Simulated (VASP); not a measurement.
Input:

```xyz
4
Lattice="2.2163 1.2796 7.2313 -2.2163 1.2796 7.2313 0.0000 -2.5592 7.2313" Properties=species:S:1:pos:R:3 pbc="T T T"
Te     0.0000     0.0000    10.8470
Pb     0.0000     0.0000    16.1550
Pb     0.0000     0.0000     5.5390
Se    -2.2163     1.2796     7.2313
```

These are PBEsol GGA with spin-orbit coupling, VASP's PBE PAW potentials (set 64) (plane waves; VASP 6.6.1) values and carry that method's errors. Run with 400 eV cut-off, 5×5×5 Γ-centred mesh, Gaussian smearing of 0.050 eV, potentials Te Pb_d Se.

Give the energies of bands 31 to 44 at the high-symmetry points, in eV from the valence-band maximum.

```tsv
band	Γ	T	H2	L	S0	F
31	-1.68	-1.72	-3.95	-3.43	-3.57	-3.40
32	-1.68	-1.72	-3.95	-3.43	-3.57	-3.40
33	-1.60	-1.68	-2.88	-2.75	-3.33	-2.85
34	-1.60	-1.68	-2.88	-2.75	-3.33	-2.85
35	-1.15	-0.78	-2.70	-2.44	-2.44	-1.40
36	-1.15	-0.78	-2.70	-2.44	-2.44	-1.40
37	-0.68	-0.77	-1.40	-1.99	-1.82	-0.98
38	-0.68	-0.77	-1.40	-1.99	-1.82	-0.98
39	0.00	-0.75	-1.35	-1.83	-0.64	-0.03
40	0.00	-0.75	-1.35	-1.83	-0.64	-0.03
41	0.07	1.37	2.01	2.68	1.33	0.04
42	0.07	1.37	2.01	2.68	1.33	0.04
43	1.27	1.58	2.25	2.73	2.56	1.26
44	1.27	1.58	2.25	2.73	2.56	1.26
```

The gap is indirect, 0.04 eV, from the valence maximum at Γ to the conduction minimum at F.

The structure comes from a computed database's TePb2Se entry (R-3m); how it stands against other phases isn't given here. It was relaxed first.
